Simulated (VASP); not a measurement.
The system is NaP6.

```
Na P
1.0
     5.98911    0.00000    0.00000
    -2.99456    5.18672    0.00000
     0.00000    0.00000    3.00300
Na P
1 6
Direct
  0.00000 0.00000 0.50000
  0.66667 0.00000 0.00000
  0.33333 0.33333 0.00000
  0.00000 0.66667 0.00000
  0.33333 0.00000 0.00000
  0.00000 0.33333 0.00000
  0.66667 0.66667 0.00000
```

The cell was built by a generator and needn't be a form met in nature.

| Item | Value |
| --- | --- |
| Program | VASP 6.6.1 |
| Task | relaxation of cell and atoms |
| Functional | PBE |
| Dispersion | D3(BJ) |
| Potentials or basis | VASP PAW PBE potentials, release 64 (Na_pv, P) |
| Cutoff | 600 eV |
| k mesh | 3 × 3 × 6 |
| Occupations | gaussian, width 0.1 eV |
| Spin | no spin polarisation |

At the start: pressure 51.8 GPa; volume 13.33 Å³/atom.

How do energy, volume and symmetry change on relaxing?

Over 53 steps the energy falls by 1010.5 meV/atom and the volume is 16.80 Å³/atom (+26.0 %); space group P6/mmm (No. 191, to 0.05 Å).

Step by step:
| step | energy change (eV) | largest force (eV/Å) | pressure (GPa) | volume (Å³) |
| --- | --- | --- | --- | --- |
| 1 | 0.0000 | 1.4014 | 51.76 | 93.28 |
| 3 | -5.7818 | 0.2099 | 0.02 | 134.79 |
| 5 | -5.8270 | 0.2230 | -0.73 | 135.18 |
| 7 | -6.3838 | 0.7212 | 2.33 | 124.19 |
| 9 | -6.3885 | 0.5701 | 1.80 | 125.00 |
| 11 | -6.4111 | 0.6097 | 1.83 | 124.38 |
| 13 | -6.4481 | 0.2534 | 0.48 | 125.61 |
| 15 | -6.4554 | 0.0206 | -0.42 | 126.57 |
| 17 | -6.4561 | 0.0316 | -0.32 | 126.38 |
| 19 | -6.4599 | 0.0169 | -0.07 | 125.23 |
| 21 | -6.4749 | 0.0458 | 0.84 | 120.64 |
| 23 | -6.4923 | 0.1691 | 1.81 | 116.67 |
| 25 | -6.4951 | 0.2045 | 2.30 | 115.29 |
| 27 | -6.4964 | 0.1999 | 2.38 | 115.07 |
| 29 | -6.4986 | 0.1666 | 2.84 | 114.08 |
| 31 | -6.5060 | 0.1381 | 2.59 | 114.33 |
| 33 | -6.5316 | 0.0122 | 1.68 | 115.50 |
| 35 | -6.6064 | 0.2277 | -0.52 | 120.19 |
| 37 | -6.2999 | 0.3824 | -8.07 | 139.64 |
| 39 | -6.7281 | 0.2334 | -4.44 | 128.02 |
| 41 | -6.7410 | 0.3408 | -5.90 | 130.72 |
| 43 | -6.7749 | 0.2967 | -5.21 | 129.10 |
| 45 | -6.9401 | 0.2770 | -4.00 | 124.98 |
| 47 | -7.0652 | 0.1444 | 0.06 | 117.68 |
| 49 | -7.0659 | 0.1548 | -0.40 | 118.36 |
| 51 | -7.0724 | 0.0623 | -0.02 | 117.73 |
| 53 | -7.0738 | 0.0207 | 0.15 | 117.58 |

Final structure:
```
CELL_PARAMETERS angstrom
7.53351 0.00000 0.00000
-3.76675 6.52421 0.00000
0.00000 0.00000 2.39233
ATOMIC_POSITIONS crystal
Na 0.00000 0.00000 0.50000
P 0.65247 0.00000 0.00000
P 0.34753 0.34753 0.00000
P 0.00000 0.65247 0.00000
P 0.34753 0.00000 0.00000
P 0.00000 0.34753 0.00000
P 0.65247 0.65247 0.00000
```

Caveat: the k mesh is coarse (spacing up to 0.40 Å⁻¹), so the values aren't converged; the volume moved by over 15 % at a fixed basis, so the end points are rough; pairwise dispersion overbinds metals, which lowers pressure and volume.
